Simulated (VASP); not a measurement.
Energy against volume of Al (fcc). Method: RPBE GGA, VASP's PBE PAW potentials (set 64) (plane waves; VASP 6.6.1). Settings: 520 eV cut-off, 15×15×15 Γ-centred mesh, first-order Methfessel-Paxton smearing of 0.10 eV, potentials Al.

```
V (Å³/atom)  E (eV/atom)
-----------  -----------
15.721          -3.49106
16.223          -3.50368
16.724          -3.50760
17.226          -3.50421
```

### Question
Fit these four points and predict the energy of the run at 17.728 Å³/atom.

### Answer
A cubic in V^(−2/3), the third-order Birch-Murnaghan form, passes through the four points with V0 = 16.73 Å³/atom and B0 = 78 GPa, and gives -3.4947 eV/atom there. The run gave -3.4950 eV/atom, -0.3 meV/atom from the fit; all five points give B0 = 77 GPa.

The compound is Al in the fcc structure. It was relaxed first.
